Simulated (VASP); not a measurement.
Level of theory: G0W0 on PBE orbitals, VASP's PBE PAW potentials (set 64) (plane waves; VASP).

The input files of a VASP run:

POSCAR:
```
MgSe
1
    0.0000000000     2.7337250000     2.7337250000
    2.7337250000     0.0000000000     2.7337250000
    2.7337250000     2.7337250000     0.0000000000
Mg Se
1 1
Direct
  0.0000000000   0.0000000000   0.0000000000
  0.5000000000   0.5000000000   0.5000000000
```

INCAR:
```
SYSTEM = MgSe
PREC = Normal
ENCUT = 500
ALGO = EVGW0
LREAL = .FALSE.
LASPH = .TRUE.
ISMEAR = 0
SIGMA = 0.01
GGA = PE
LWAVE = .TRUE.
LCHARG = .FALSE.
NBANDS = 96
ENCUTGW = 170
NELMGW = 1
NOMEGA = 64
NBANDSGW = 18
LSPECTRALGW = .TRUE.
```

### KPOINTS
```
Regular mesh
0
G
 5 5 5
0 0 0
```

POTCAR, in this order: Mg_sv_GW Se_GW (PBE.64 set). Program: vasp_std. Read from the step before: W*.

Output

**OSZICAR**
```
energies w=
    0.000    0.000    0.973    0.000    1.943    0.000    2.910    0.000
    3.871    0.000    4.824    0.000    5.768    0.000    6.702    0.000
    7.625    0.000    8.536    0.000    9.435    0.000   10.322    0.000
   11.198    0.000   12.062    0.000   12.915    0.000   13.758    0.000
   14.592    0.000   15.418    0.000   16.237    0.000   17.051    0.000
   17.861    0.000   18.668    0.000   19.474    0.000   20.281    0.000
   21.091    0.000   21.904    0.000   22.724    0.000   23.553    0.000
   24.391    0.000   25.243    0.000   26.111    0.000   26.996    0.000
   27.903    0.000   28.834    0.000   29.793    0.000   30.785    0.000
   31.813    0.000   32.882    0.000   33.998    0.000   35.168    0.000
   36.398    0.000   37.697    0.000   39.074    0.000   40.541    0.000
   42.110    0.000   43.796    0.000   45.617    0.000   47.596    0.000
   49.756    0.000   52.130    0.000   54.757    0.000   57.683    0.000
   60.968    0.000   64.689    0.000   68.942    0.000   73.856    0.000
   79.601    0.000   86.413    0.000   94.620    0.000  104.698    0.000
  117.366    0.000  133.755    0.000  155.766    0.000  186.846    0.000
NQ=   1    0.0000    0.0000    0.0000,
 performed        210000 updates of chi_q(r,r)
NQ=   2    0.2000    0.0000    0.0000,
 performed        624000 updates of chi_q(r,r)
NQ=   3    0.4000    0.0000    0.0000,
 performed       1038000 updates of chi_q(r,r)
NQ=   4    0.2000    0.2000    0.0000,
 performed       1404000 updates of chi_q(r,r)
NQ=   5    0.4000    0.2000    0.0000,
 performed       1970000 updates of chi_q(r,r)
NQ=   6   -0.4000    0.2000    0.0000,
 performed       2536000 updates of chi_q(r,r)
NQ=   7   -0.2000    0.2000    0.0000,
 performed       3005000 updates of chi_q(r,r)
NQ=   8    0.4000    0.4000    0.0000,
 performed       3371000 updates of chi_q(r,r)
NQ=   9   -0.4000    0.4000    0.0000,
 performed       3840000 updates of chi_q(r,r)
NQ=  10   -0.4000    0.4000    0.2000,
 performed       4413000 updates of chi_q(r,r)
 resolving degeneracies of screened two electron integrals
```

OUTCAR:
```


 k-point   1 :       0.0000    0.0000    0.0000
  band No.  KS-energies  QP-energies   sigma(KS)   V_xc(KS)     V^pw_x(r,r')   Z            occupation Imag(sigma)

      1     -71.9288     -82.1764     -47.8746     -33.7315     -56.4701       0.7246       2.0000       0.7651
      2     -38.6856     -44.5847     -41.0800     -33.1151     -48.6164       0.7406       2.0000       0.4933
      3     -38.6856     -44.5847     -41.0800     -33.1151     -48.6164       0.7406       2.0000       0.4933
      4     -38.6856     -44.5847     -41.0800     -33.1151     -48.6164       0.7406       2.0000       0.4933
      5      -9.4616     -10.4361     -13.5297     -12.1633     -19.8327       0.7132       2.0000       1.7557
      6       3.4325       2.6233     -13.3312     -12.2889     -14.8401       0.7763       2.0000       0.2183
      7       3.4325       2.6233     -13.3312     -12.2889     -14.8401       0.7763       2.0000       0.2183
      8       3.4325       2.6233     -13.3312     -12.2889     -14.8401       0.7763       2.0000       0.2183
      9       5.9579       6.5368      -9.7308     -10.4544      -6.1654       0.7999       0.0000      -0.2197
     10      10.8384      11.2283      -8.1877      -8.6807      -3.9671       0.7909       0.0000      -0.3238
     11      10.8384      11.2283      -8.1877      -8.6807      -3.9671       0.7909       0.0000      -0.3238
     12      10.8384      11.2283      -8.1877      -8.6807      -3.9671       0.7909       0.0000      -0.3238
     13      13.3782      13.9115      -8.9496      -9.6299      -4.2848       0.7840       0.0000      -0.4619
     14      13.3782      13.9115      -8.9496      -9.6299      -4.2848       0.7840       0.0000      -0.4619
     15      14.3882      14.5461      -6.9447      -7.1468      -1.8604       0.7816       0.0000      -0.5847
     16      14.6336      15.2105      -9.2826     -10.0288      -3.8203       0.7732       0.0000      -0.7320
     17      14.6336      15.2105      -9.2826     -10.0288      -3.8203       0.7732       0.0000      -0.7320
     18      14.6336      15.2105      -9.2826     -10.0288      -3.8203       0.7732       0.0000      -0.7320

 k-point   2 :       0.2000    0.0000    0.0000
  band No.  KS-energies  QP-energies   sigma(KS)   V_xc(KS)     V^pw_x(r,r')   Z            occupation Imag(sigma)

      1     -71.9286     -82.2326     -47.8746     -33.7315     -56.4701       0.7286       2.0000       0.7651
      2     -38.6860     -44.5773     -41.0792     -33.1137     -48.6151       0.7396       2.0000       0.4935
      3     -38.6860     -44.5773     -41.0792     -33.1137     -48.6151       0.7396       2.0000       0.4935
      4     -38.6860     -44.5773     -41.0792     -33.1137     -48.6151       0.7396       2.0000       0.4935
      5      -9.1385     -10.0794     -13.6388     -12.3235     -19.8526       0.7153       2.0000       1.6931
      6       1.1300       0.2445     -12.3773     -11.2203     -14.3238       0.7653       2.0000       0.3078
      7       3.2080       2.3783     -13.1858     -12.1158     -14.7393       0.7754       2.0000       0.2251
      8       3.2080       2.3783     -13.1858     -12.1158     -14.7393       0.7754       2.0000       0.2251
      9       7.4346       7.9567      -9.5381     -10.1946      -5.8103       0.7952       0.0000      -0.2464
     10      10.7066      11.1755      -9.1034      -9.7010      -4.7957       0.7847       0.0000      -0.3516
     11      10.8362      11.3071      -8.8062      -9.4053      -4.4819       0.7861       0.0000      -0.3546
     12      10.8362      11.3071      -8.8062      -9.4053      -4.4819       0.7861       0.0000      -0.3546
     13      12.4856      12.9544      -8.6494      -9.2477      -4.0051       0.7837       0.0000      -0.4388
     14      12.4856      12.9544      -8.6494      -9.2477      -4.0051       0.7837       0.0000      -0.4388
     15      13.6845      14.1642      -8.7412      -9.3601      -3.4479       0.7751       0.0000      -0.6348
     16      17.5461      17.8271      -7.4956      -7.8521      -2.1188       0.7882       0.0000      -0.8110
     17      17.8711      18.5024      -9.1172      -9.9205      -3.4739       0.7859       0.0000      -0.9450
     18      17.8711      18.5024      -9.1172      -9.9205      -3.4739       0.7859       0.0000      -0.9450

 k-point   3 :       0.4000    0.0000    0.0000
  band No.  KS-energies  QP-energies   sigma(KS)   V_xc(KS)     V^pw_x(r,r')   Z            occupation Imag(sigma)

      1     -71.9289     -82.1611     -47.8748     -33.7319     -56.4704       0.7235       2.0000       0.7651
      2     -38.6884     -44.4796     -41.0756     -33.1057     -48.6091       0.7266       2.0000       0.4947
      3     -38.6859     -44.5840     -41.0792     -33.1141     -48.6151       0.7405       2.0000       0.4932
      4     -38.6859     -44.5840     -41.0792     -33.1141     -48.6151       0.7405       2.0000       0.4932
      5      -8.4898      -9.3519     -13.9395     -12.7329     -19.9686       0.7145       2.0000       1.5604
      6      -1.1258      -2.1852     -11.8646     -10.4497     -14.6836       0.7487       2.0000       0.5007
      7       2.9040       2.0454     -13.0335     -11.9228     -14.6682       0.7731       2.0000       0.2364
      8       2.9040       2.0454     -13.0335     -11.9228     -14.6682       0.7731       2.0000       0.2364
      9       7.3115       7.7283      -8.6614      -9.1821      -4.9558       0.8005       0.0000      -0.2433
     10       9.6866      10.1718      -9.0529      -9.6691      -4.9188       0.7876       0.0000      -0.3180
     11       9.6866      10.1718      -9.0529      -9.6691      -4.9188       0.7876       0.0000      -0.3180
     12      12.0604      12.7035     -10.0392     -10.8734      -4.9181       0.7709       0.0000      -0.5445
     13      14.0025      14.4557      -8.6722      -9.2590      -3.5515       0.7724       0.0000      -0.5816
     14      15.3708      15.8440      -8.6289      -9.2347      -3.4686       0.7810       0.0000      -0.6402
     15      15.3708      15.8440      -8.6289      -9.2347      -3.4686       0.7810       0.0000      -0.6402
     16      19.8478      20.4039      -8.8252      -9.5284      -3.1097       0.7908       0.0000      -1.0466
     17      19.8478      20.4039      -8.8252      -9.5284      -3.1097       0.7908       0.0000      -1.0466
     18      20.3281      21.0216      -8.9466      -9.8241      -3.2133       0.7903       0.0000      -1.0945

 k-point   4 :       0.2000    0.2000    0.0000
  band No.  KS-energies  QP-energies   sigma(KS)   V_xc(KS)     V^pw_x(r,r')   Z            occupation Imag(sigma)

      1     -71.9284     -82.2507     -47.8745     -33.7314     -56.4699       0.7298       2.0000       0.7651
      2     -38.6862     -44.5648     -41.0790     -33.1132     -48.6149       0.7380       2.0000       0.4936
      3     -38.6862     -44.5648     -41.0790     -33.1132     -48.6149       0.7380       2.0000       0.4936
      4     -38.6862     -44.5648     -41.0790     -33.1132     -48.6149       0.7380       2.0000       0.4936
      5      -9.0353      -9.9654     -13.6702     -12.3725     -19.8553       0.7167       2.0000       1.6734
      6       1.2860       0.4306     -12.3909     -11.2756     -14.2488       0.7669       2.0000       0.2947
      7       2.6803       1.8120     -12.9623     -11.8378     -14.6360       0.7721       2.0000       0.2433
      8       2.6803       1.8120     -12.9623     -11.8378     -14.6360       0.7721       2.0000       0.2433
      9       7.9427       8.4915     -10.0575     -10.7530      -6.2405       0.7891       0.0000      -0.2658
     10       9.0366       9.3380      -7.8401      -8.2178      -3.8732       0.7981       0.0000      -0.2785
     11      10.2267      10.7806      -9.4305     -10.1379      -5.0701       0.7830       0.0000      -0.3604
     12      12.3607      12.8525      -8.9443      -9.5718      -4.3578       0.7838       0.0000      -0.4224
     13      12.3607      12.8525      -8.9443      -9.5718      -4.3578       0.7838       0.0000      -0.4224
     14      14.0266      14.5739      -9.0148      -9.7130      -4.2146       0.7839       0.0000      -0.5147
     15      15.9814      16.5413      -8.9230      -9.6418      -3.3906       0.7790       0.0000      -0.8100
     16      15.9814      16.5413      -8.9230      -9.6418      -3.3906       0.7790       0.0000      -0.8100
     17      17.7694      18.0151      -7.3258      -7.6367      -1.9527       0.7905       0.0000      -0.8229
     18      18.3878      19.0190      -9.0624      -9.8613      -3.4357       0.7902       0.0000      -0.9675

 k-point   5 :       0.4000    0.2000    0.0000
  band No.  KS-energies  QP-energies   sigma(KS)   V_xc(KS)     V^pw_x(r,r')   Z            occupation Imag(sigma)

      1     -71.9288     -82.1968     -47.8747     -33.7319     -56.4703       0.7260       2.0000       0.7651
      2     -38.6868     -44.5546     -41.0779     -33.1112     -48.6134       0.7365       2.0000       0.4938
      3     -38.6868     -44.5546     -41.0779     -33.1112     -48.6134       0.7365       2.0000       0.4938
      4     -38.6868     -44.5546     -41.0779     -33.1112     -48.6134       0.7365       2.0000       0.4938
      5      -8.4889      -9.3530     -13.9084     -12.7029     -19.9361       0.7167       2.0000       1.5619
      6      -0.3714      -1.3786     -12.0414     -10.7063     -14.5664       0.7544       2.0000       0.4240
      7       1.9334       1.0298     -12.5043     -11.3306     -14.3021       0.7698       2.0000       0.2700
      8       2.3302       1.4342     -12.8392     -11.6748     -14.6096       0.7695       2.0000       0.2577
      9       7.4237       7.8773      -9.2401      -9.8104      -5.4441       0.7955       0.0000      -0.2592
     10       9.3738       9.7763      -8.9182      -9.4271      -4.8950       0.7910       0.0000      -0.2991
     11      10.6774      11.1985      -9.0688      -9.7333      -4.6852       0.7843       0.0000      -0.3626
     12      11.5766      12.1154      -9.2747      -9.9638      -4.7547       0.7818       0.0000      -0.4077
     13      14.3217      14.9976      -9.9738     -10.8509      -4.6472       0.7705       0.0000      -0.6724
     14      16.2774      16.6942      -8.2065      -8.7396      -2.8294       0.7819       0.0000      -0.7484
     15      16.4389      16.9710      -8.9394      -9.6199      -3.6589       0.7820       0.0000      -0.7183
     16      19.2838      19.8619      -8.5692      -9.3015      -2.8441       0.7895       0.0000      -1.0381
     17      20.0104      20.6532      -9.1829      -9.9968      -3.4015       0.7898       0.0000      -1.0911
...
```
(Selected blocks of OUTCAR.)

The mesh is coarse and the basis finite, so the quasiparticle values are not converged.

The structure comes from a computed database's MgSe entry (Fm-3m); how it stands against other phases isn't given here. The cell was not relaxed at this level.
